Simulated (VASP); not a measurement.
Computed with PBE GGA, VASP's PBE PAW potentials (set 64) (plane waves; VASP 6.6.1).

VASP input:

File KPOINTS:
```
Automatic mesh
0
Gamma
8 8 8
0 0 0
```

### INCAR
```
! general
SYSTEM  =  MgS
PREC    =  Accurate
ENCUT   =  400   ! plane-wave cut-off (eV)
LREAL   =  .False.
LASPH   =  .True.

! electronic loop
EDIFF   =  1E-6
NELM    =  100   ! most electronic steps
ALGO    =  Normal   ! blocked Davidson
IMIX    =  4
AMIX    =  0.6
BMIX    =  3.0

! smearing
ISMEAR  =  0
SIGMA   =  0.05   ! width (eV)

! functional
GGA     =  PE   ! PBE

! ions
ISIF    =  2   ! forces and stress, cell fixed

! output
LWAVE   =  .False.
LCHARG  =  .False.
```

**POSCAR**
```
MgS
1.0
  0.0000000000   2.6568070000   2.5703360000
  2.5496310000   0.0000000000   2.5703360000
  2.5496310000   2.6568070000   0.0000000000
Mg S
1 1
direct
  0.0000000000   0.0000000000   0.0000000000
  0.4942240000   0.5057760000   0.5057760000
```

POTCAR, in this order: Mg S (PBE.64 set). Program: vasp_std.

### Question
Estimate the energy per atom (σ→0), pressure, largest force.

### Answer

```yaml
energy per atom (σ→0): -409.3 kJ/mol-atom
pressure: 2.06 GPa
largest_force: 0.120 eV/Å
```

**OSZICAR**
```
...
DAV:   8    -0.848578392437E+01    0.74345E-02   -0.13394E-02  2008   0.932E-01    0.268E-01
DAV:   9    -0.848543823928E+01    0.34569E-03   -0.21308E-04  2328   0.128E-01    0.184E-01
DAV:  10    -0.848514346525E+01    0.29477E-03   -0.40127E-04  1752   0.147E-01    0.368E-02
DAV:  11    -0.848515117595E+01   -0.77107E-05   -0.10098E-05  2312   0.337E-02    0.207E-02
DAV:  12    -0.848516017573E+01   -0.89998E-05   -0.73537E-06  1704   0.224E-02    0.140E-02
DAV:  13    -0.848516147831E+01   -0.13026E-05   -0.11181E-06  1816   0.977E-03    0.498E-03
DAV:  14    -0.848516106540E+01    0.41290E-06   -0.14586E-07   936   0.209E-03
   1 F= -.84851611E+01 E0= -.84851611E+01  d E =-.138323E-15
```

The compound is MgS in the rock salt structure. The cell was not relaxed at this level, atoms are displaced from their ideal sites. The run is one of a series of settings (AMIX = 0.6, BMIX = 3.0, IMIX = 4 against the base run), some of them coarse on purpose.
